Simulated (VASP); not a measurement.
Zr2CrN2, 5 atoms in the cell. Symmetry: I4/mmm, No. 139, tetragonal system. Conventional cell: a = 3.634 Å, b = 3.634 Å, c = 8.910 Å, α = 90.00°, β = 90.00°, γ = 90.00°. Around Zr (site symmetry -4m2) lie 4 N at 2.10 Å. Cr (site symmetry 4/mmm) has 8 N at 2.83 Å and 8 Zr at 2.87 Å as nearest neighbours. N (site symmetry 4mm) is surrounded by 4 Zr at 2.10 Å and 1 N at 2.36 Å. The cell was built by a generator and needn't be a form met in nature.

- Program: VASP 6.6.1
- Task: relaxation of cell and atoms
- Functional: PBE
- Potentials or basis: VASP PAW PBE potentials, release 64 (Zr_sv, Cr_pv, N)
- Cutoff: 520 eV
- k mesh: 5 × 5 × 5
- Occupations: gaussian, width 0.15 eV
- Spin: collinear spin, ferromagnetic start
- Starting moments: [0.0, 0.0, 3.0, 0.0, 0.0] μB
- Further INCAR settings: PREC = Normal; ALGO = Fast; EDIFF = 0.0001; IBRION = 2; EDIFFG = -0.08; NSW = 24; ISIF = 3

Potentials or basis: VASP PAW PBE potentials, release 64 (Zr_sv, Cr_pv, N).

Launch:

```console
$ cat potpaw_PBE.64/Zr_sv/POTCAR potpaw_PBE.64/Cr_pv/POTCAR potpaw_PBE.64/N/POTCAR > POTCAR
$ mpirun -np 1 vasp_std > vasp.out
```

Hardware: 1 thread of Intel(R) Xeon(R) 6975P-C (Granite Rapids) (shared host).

Problem. Estimate the wall time of this run.

Solution. Wall time 19 min on 1 thread of Intel(R) Xeon(R) 6975P-C (Granite Rapids), on a shared host, peak memory 0.23 GiB. Counts: scf iterations 450, k points 18, ion steps 21.
